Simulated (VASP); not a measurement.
```yaml
crystal:
  lattice:
    - [0.00000, 2.40168, 2.40168]
    - [2.40168, 0.00000, 2.40168]
    - [2.40168, 2.40168, 0.00000]
  atoms:
    - { symbol: Zr, position: [0.00000, 0.00000, 0.00000] }
    - { symbol: C, position: [0.50000, 0.50000, 0.50000] }
```

Level of theory: PBE GGA, VASP's PBE PAW potentials (set 64) (plane waves; VASP). Settings: 520 eV cut-off, 13×13×13 Γ-centred mesh, first-order Methfessel-Paxton smearing of 0.10 eV, potentials Zr_sv C.

**Question.** Give the stress tensor in GPa (positive for a compressed cell).

**Answer.** 
```
-11.53    0.00    0.00
  0.00  -11.53    0.00
  0.00    0.00  -11.53
```
The pressure is its mean diagonal, -11.53 GPa.

The compound is ZrC in the rock salt structure. This cell is one point of a volume scan, at 1.06 of the reference volume.
